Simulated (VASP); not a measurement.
Crystal: NaLaMnMoO6.

```
Na La Mn Mo O
1.0
     4.72242   -2.73688    0.00204
     4.72242    2.73688    0.00204
    -3.17796    0.00000    4.47000
Na La Mn Mo O
1 1 1 1 6
Cartesian
  -0.0031 0.0000 3.3293
  6.2777 0.0000 1.1522
  3.1283 0.0000 2.2333
  0.0068 0.0000 0.0051
  4.1282 1.3576 1.2770
  4.1282 -1.3576 1.2770
  1.7822 0.0000 0.8403
  4.4845 0.0000 3.6293
  2.1325 1.3554 3.1991
  2.1325 -1.3554 3.1991
```

The cell was built by a generator and needn't be a form met in nature.

| Property | Result |
| --- | --- |
| Program | VASP 6.6.1 |
| Task | relaxation of cell and atoms |
| Functional | PBE |
| Dispersion | D2 |
| Potentials or basis | VASP PAW PBE potentials, release 64 (Na_pv, La, Mn_pv, Mo_sv, O) |
| Cutoff | 600 eV |
| k mesh | 6 × 6 × 6 |
| Occupations | fermi-dirac, width 0.05 eV |
| Spin | collinear spin, ferromagnetic start |
| Starting moments | [0.0, 0.0, 4.0, 1.0, 0.0, 0.0, 0.0, 0.0, 0.0, 0.0] μB |

At the start: pressure -3.5 GPa; volume 11.56 Å³/atom.

Task: How do energy, volume and symmetry change on relaxing?

Result: Over 20 steps the energy falls by 3.3 meV/atom and the volume is 11.31 Å³/atom (-2.2 %); space group Cm (No. 8, to 0.05 Å); moment 1.73 μB per cell.

Step by step:
```tsv
step	energy change (eV)	largest force (eV/Å)	pressure (GPa)	volume (Å³)
1	0.0000	0.1720	-3.54	115.58
2	-0.0043	0.4129	3.40	111.37
3	-0.0281	0.1753	-0.09	113.33
4	-0.0320	0.0391	0.13	112.94
5	-0.0321	0.0353	0.18	112.88
6	-0.0323	0.0357	-0.12	113.06
7	-0.0324	0.0369	-0.13	113.08
8	-0.0326	0.0208	-0.07	113.07
9	-0.0327	0.0185	-0.03	113.06
10	-0.0327	0.0358	0.06	113.05
11	-0.0327	0.0275	0.00	113.05
12	-0.0329	0.0159	0.01	113.05
13	-0.0329	0.0165	0.02	113.05
14	-0.0329	0.0193	0.02	113.05
15	-0.0330	0.0107	-0.01	113.07
16	-0.0330	0.0195	-0.02	113.07
17	-0.0330	0.0326	-0.03	113.08
18	-0.0331	0.0147	0.00	113.08
19	-0.0331	0.0141	-0.01	113.07
20	-0.0331	0.0083	-0.01	113.07
```

Final structure:
```
Na La Mn Mo O
1.0
     4.68956   -2.71366    0.00231
     4.68956    2.71366    0.00231
    -3.15560    0.00000    4.44082
Na La Mn Mo O
1 1 1 1 6
Direct
  0.24947 0.24947 0.74613
  0.75124 0.75124 0.25784
  0.49941 0.49941 0.49973
  0.00108 0.00108 0.00125
  0.28792 0.78126 0.28604
  0.78126 0.28792 0.28604
  0.25187 0.25187 0.18565
  0.74788 0.74788 0.81451
  0.21705 0.71311 0.71233
  0.71311 0.21705 0.71233
```

Caveat: atom-pairwise D2, TS and ULG terms overbind metals; a cell with one magnetic atom can't hold antiferromagnetic order, which such compounds often take; pairwise dispersion overbinds metals, which lowers pressure and volume.
